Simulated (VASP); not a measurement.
```
Mo3Si
1.0
    4.86379     0.00000     0.00000
    0.00000     4.86379     0.00000
    0.00000     0.00000     4.86379
Si Mo
2 6
Direct
  0.50000   0.50000   0.50000
  0.00000   0.00000   0.00000
  0.00000   0.50000   0.25000
  0.00000   0.50000   0.75000
  0.25000   0.00000   0.50000
  0.75000   0.00000   0.50000
  0.50000   0.25000   0.00000
  0.50000   0.75000   0.00000
```

Computed with PBE GGA, VASP's PBE PAW potentials (set 64) (plane waves; VASP). Numerical set-up: 300 eV cut-off, 5×5×5 Γ-centred mesh shifted by (0.5, 0.5, 0.5), Gaussian smearing of 0.050 eV, potentials Si Mo_sv.

At this cut-off the stress carries a Pulay error, which pulls relaxed volumes low.

Problem. Give the stress tensor in GPa (positive for a compressed cell).

Solution. 
```
7.22  0.00  0.00
0.00  7.22  0.00
0.00  0.00  7.22
```
The pressure is its mean diagonal, 7.22 GPa.

The structure comes from a computed database's SiMo3 entry; how it stands against other phases isn't given here. The cell was not relaxed at this level.
